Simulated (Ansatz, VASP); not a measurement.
# Si in two plane-wave programs, part 2 of 2

Wanted: the spread between two codes on one cell, functional and k mesh. The structure shown is frame 338 of Ansatz's trajectory.

VASP 6.6.1 and Ansatz 0.2.0.

So far: Starting point; Ansatz: dynamics, PBEsol.

## (3) VASP: single point, PBEsol

Level of this step: PBEsol; plane waves and PAW (Si) (VASP).

The same cell, functional, mesh and smearing now go to VASP, with its own data sets.

Lines of VASP's logs that name or quote its potential files are left out, and so is its time.

File INCAR:

```
SYSTEM = Si
PREC = Accurate
ENCUT = 400
EDIFF = 1E-06
NELM = 120
ISMEAR = -1
SIGMA = 0.15
LREAL = Auto
ALGO = Normal
GGA = PS
NBANDS = 208
LORBIT = 11
LWAVE = .FALSE.
LCHARG = .FALSE.
ISIF = 2
LASPH = .TRUE.
GGA_COMPAT = .FALSE.
NCORE = 2
```

File POSCAR:

```
Si
1.0
   11.1310000000      0.0000000000      0.0000000000
    0.0000000000     11.1310000000      0.0000000000
    0.0000000000      0.0000000000     11.1310000000
Si
76
Direct
    0.5424490163      0.3051657533      0.0418111580
    0.2150929836      0.2559967658      0.1537867218
    0.0650435720      0.6681250561      0.8163956518
    0.5821759051      0.4136106370      0.6806845746
    0.9093702273      0.9218039709      0.2747102686
    0.7249303746      0.3869283982      0.4286676848
    0.3406702003      0.7939807744      0.6368700027
    0.7502380738      0.9990207529      0.0937112569
    0.1421435630      0.4339053095      0.9041595544
    0.9456383074      0.2519270506      0.7928577846
    0.4507052376      0.8729314527      0.4603000629
    0.5859221993      0.2351810260      0.8271314347
    0.8052645764      0.6965322073      0.2383523493
    0.9054981583      0.6160542629      0.9812595454
    0.5985446052      0.7798221184      0.3455664361
    0.0168089120      0.4446500764      0.1254424580
    0.6618363130      0.3545144192      0.2262959303
    0.9777917528      0.9662743689      0.4928757524
    0.8894708472      0.5149312730      0.3712784116
    0.1200341389      0.8459168089      0.1743598958
    0.3818524841      0.0900548019      0.0848441290
    0.3652502021      0.9685922199      0.2906028210
    0.3167370407      0.7567424310      0.2791573084
    0.6900637858      0.5520797772      0.0915461324
    0.3102326835      0.5018956069      0.1818165484
    0.3847453059      0.4267271584      0.7621148145
    0.3347048783      0.6083280927      0.8477674962
    0.3409936214      0.3789596622      0.9816548378
    0.1277153895      0.5773784925      0.2936843051
    0.8124606954      0.8220285689      0.5720061091
    0.7523313269      0.2731650346      0.6286587009
    0.5719881412      0.1497439583      0.6173748989
    0.9928038811      0.1345611356      0.3772706855
    0.3326834965      0.2121552421      0.5754110143
    0.4775761387      0.1941694367      0.3319917348
    0.5710448298      0.8942592759      0.7560506693
    0.8275267272      0.0863085078      0.6842242386
    0.7432755368      0.5546761297      0.6816009343
    0.4236636421      0.5491240679      0.5157218579
    0.2342826341      0.6722307070      0.4656454946
    0.2870002695      0.9271314347      0.8048333483
    0.1476596892      0.4647740544      0.6949510376
    0.1200341389      0.0845296919      0.6236007546
    0.3974845027      0.8318390082      0.0649267811
    0.9830293774      0.2754739017      0.5977719881
    0.2311652143      0.2973677118      0.7801365556
    0.7504986075      0.0307609379      0.3903602551
    0.5079507681      0.6972778726      0.7641631480
    0.5845925793      0.9317312011      0.9913934058
    0.0889407960      0.0753840625      0.8193333932
    0.4770820232      0.6372383434      0.1827508759
    0.1886263588      0.2596891564      0.3681520079
    0.5819962268      0.0336896954      0.2418201419
    0.6332045638      0.7570478843      0.1174557542
    0.9586380379      0.6529691852      0.5420267721
    0.4345162160      0.3823106639      0.2828676669
    0.9756805318      0.1132422963      0.1544245800
    0.1676039889      0.0718803342      0.2256670560
    0.4119306441      0.0832629593      0.7415775761
    0.0748001078      0.4452879346      0.4627706406
    0.2140598329      0.7234659959      0.0075285239
    0.9955439763      0.6972599048      0.1525559249
    0.5410385410      0.3354505435      0.4871889318
    0.6332404995      0.6677117959      0.5864612344
    0.5898661396      0.5470397988      0.3089030635
    0.7429071961      0.1064504537      0.8982481358
    0.1001078070      0.8110861558      0.6417931902
    0.6194861198      0.9286047974      0.5523313269
    0.8812415776      0.3442997035      0.2353696883
    0.7474261073      0.7572095948      0.8083191088
    0.9167999281      0.9002156141      0.7878357740
    0.5944569221      0.5125505345      0.8866588806
    0.8930374629      0.8412092355      0.0231066391
    0.1020842692      0.8879166292      0.8983559429
    0.7777378492      0.2141137364      0.0827868116
    0.8478124158      0.4113107538      0.9605875483
```

File KPOINTS:

```
Automatic mesh
0
Gamma
1 1 1
0 0 0
```

Potentials, in the order of the species: Si (PBE family, release 64).

Launch:

```bash
$ mpirun -np 8 vasp_gam
```

Numbers of over 12 decimals in the logs are rounded to 6 here.

The log of the run:

```text
[banner, memory and clock lines left out]
running    8 mpi-ranks, on    1 nodes
[...]
|                                                                             |
|               ----> ADVICE to this user running VASP <----                  |
|                                                                             |
|     You enforced a specific xc type in the INCAR file but a different       |
|     [... a line on the potential file left out ...]
|     I HOPE YOU KNOW WHAT YOU ARE DOING!                                     |
|                                                                             |

 LDA part: xc-table for (Slater+PW92), standard interpolation
 POSCAR, INCAR and KPOINTS ok, starting setup
[...]
entering main loop
       N       E                     dE             d eps       ncg     rms          rms(c)
DAV:   1     0.124565745223E+04    0.12457E+04   -0.11496E+05   416   0.106E+03
DAV:   2    -0.236818757909E+03   -0.14825E+04   -0.13714E+04   544   0.196E+02
DAV:   3    -0.395384125956E+03   -0.15857E+03   -0.15110E+03   544   0.569E+01
DAV:   4    -0.400336042282E+03   -0.49519E+01   -0.48853E+01   512   0.113E+01
[...]
DAV:  14    -0.393041056292E+03   -0.12583E-05   -0.64560E-05   488   0.138E-02    0.175E-02
DAV:  15    -0.393041056970E+03   -0.67756E-06   -0.11633E-05   480   0.575E-03    0.612E-03
DAV:  16    -0.393041056991E+03   -0.21473E-07   -0.14798E-06   280   0.238E-03
   1 F= -.39304106E+03 E0= -.39185026E+03  d E =-.238159E+01
```

Parts of OUTCAR (step 3):

```text
  Total       -7.9532392    -12.2523776    -25.4554825     -0.2887197     -3.8287323      8.7972209
  in kB       -9.2395767    -14.2340474    -29.5725904     -0.3354165     -4.4479821     10.2200621
  external PRESSURE =     -17.6820715 kB  Pullay stress =       0.0000000 kB

 POSITION                                       TOTAL-FORCE (eV/Angst)
 -----------------------------------------------------------------------------------
      6.03800      3.39680      0.46540        -0.349813     -0.050497     -0.444095
      2.39420      2.84950      1.71180         0.246989      1.719237     -0.830541
      0.72400      7.43690      9.08730         0.118412     -0.558895     -0.249961
      6.48020      4.60390      7.57670         0.109196     -0.027157      0.762544
     10.12220     10.26060      3.05780        -0.109977     -0.279322      0.029456
      8.06920      4.30690      4.77150         1.455808      0.409074     -0.055810
      3.79200      8.83780      7.08900        -0.341482     -0.195134      0.013966
      8.35090     11.12010      1.04310         1.044045     -0.062210      1.218204
      1.58220      4.82980     10.06420        -1.311142      0.949671      1.977875
     10.52590      2.80420      8.82530        -0.495654      0.115180      1.880450
      5.01680      9.71660      5.12360        -1.786526     -0.309202      0.289998
      6.52190      2.61780      9.20680        -0.559515     -0.178801      0.265071
      8.96340      7.75310      2.65310        -0.253410      0.250499      0.674326
     10.07910      6.85730     10.92240        -0.013473     -0.024740     -0.866177
[...]
-----------------------------------------------------------------------------------
    total drift:                                0.003894     -0.011531     -0.000634

  FREE ENERGIE OF THE ION-ELECTRON SYSTEM (eV)
  ---------------------------------------------------
  free  energy   TOTEN  =      -393.0410569911 eV

  energy  without entropy=     -390.6594715306  energy(sigma->0) =     -391.85026426

[... 3 further parts left out ...]
[key lines of the parts left out:]
E-fermi :   6.9703
```

The gap is under twice the smearing width, so the edge states are partly filled and the run can't tell a small gap from a semimetal.

## (4) Side by side

Known differences besides the potentials themselves: the cutoff is 420 eV in Ansatz and 400 eV in VASP (PREC = Accurate, projectors in real space); Ansatz makes its cores anew for this functional, VASP keeps those of its PBE data sets. Total energies have different zeros and are not compared.

Forces on 9 of the 76 atoms, those with the largest forces and the largest differences (eV/Å; atoms numbered as in POSCAR):

| atom | Ansatz x, y, z | VASP x, y, z |
| --- | --- | --- |
| Si9 | -1.303, 0.945, 1.969 | -1.311, 0.950, 1.978 |
| Si10 | -0.490, 0.112, 1.864 | -0.496, 0.115, 1.880 |
| Si20 | 1.645, 1.977, 0.313 | 1.648, 1.985, 0.316 |
| Si38 | 3.270, -2.260, 2.324 | 3.285, -2.267, 2.333 |
| Si45 | 0.544, -0.040, -1.325 | 0.546, -0.034, -1.342 |
| Si46 | -0.083, -3.508, -0.936 | -0.082, -3.522, -0.930 |
| Si51 | -2.549, 1.542, -1.530 | -2.554, 1.547, -1.539 |
| Si64 | -3.303, 2.534, -2.354 | -3.313, 2.539, -2.366 |
| Si65 | 1.574, -1.003, 2.539 | 1.584, -1.008, 2.549 |

The forces differ by 5.3 meV/Å r.m.s., which is 0.6 % of the r.m.s. force of 0.932 eV/Å (both taken over all components).

## (5) What came out

```yaml
r_m_s_force_difference_single_point_pbesol: 0.57 % of the r.m.s. force
```

The r.m.s. force difference is 0.57 % of the r.m.s. force (single point, PBEsol), within the 3 % picked in this series as the mark of a large difference. 2 further runs of this series are not shown here. How closely two codes agree says nothing of how well the functional describes the real material.

[Lines on the potential files, build, host, timing and source positions are cut from VASP's logs without a mark.]

[Logs are printed without paths, hosts, clocks, repeated set-up lines and the standing remarks that a program may print on its own settings, such as how far it seeks lower states.]

[Hosts, paths, dates, database ids (printed as entryN), source tags and the programs' standing remarks are cut or masked in the printed files.]
